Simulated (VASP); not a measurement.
```xyz
4
Lattice="4.0843 0.0000 0.0000 0.0000 4.0843 0.0000 0.0000 0.0000 4.0843" Properties=species:S:1:pos:R:3 pbc="T T T"
Sc     0.0000     0.0000     0.0000
Al     0.0000     2.0421     2.0421
Al     2.0421     0.0000     2.0421
Al     2.0421     2.0421     0.0000
```

These are SCAN meta-GGA, VASP's PBE PAW potentials (set 64) (plane waves; VASP) values and carry that method's errors. Run with 520 eV cut-off, 9×9×9 Γ-centred mesh, tetrahedra with Blöchl corrections, potentials Sc_sv Al.

What does the run give for the energy per atom (σ→0), band gap (over mesh and band path) with the smallest direct gap where there is one?

```
Quantity                                                               Value
----------------------------------  ----------------------------------------
band gap (over mesh and band path)  none (metal, semimetal or under 0.01 eV)
energy per atom (σ→0)                                         -9.829 eV/atom
```

The absolute energy has meaning only against runs of the same code, potentials and settings.

The compound is Al3Sc in the L1_2 structure. It was relaxed first.
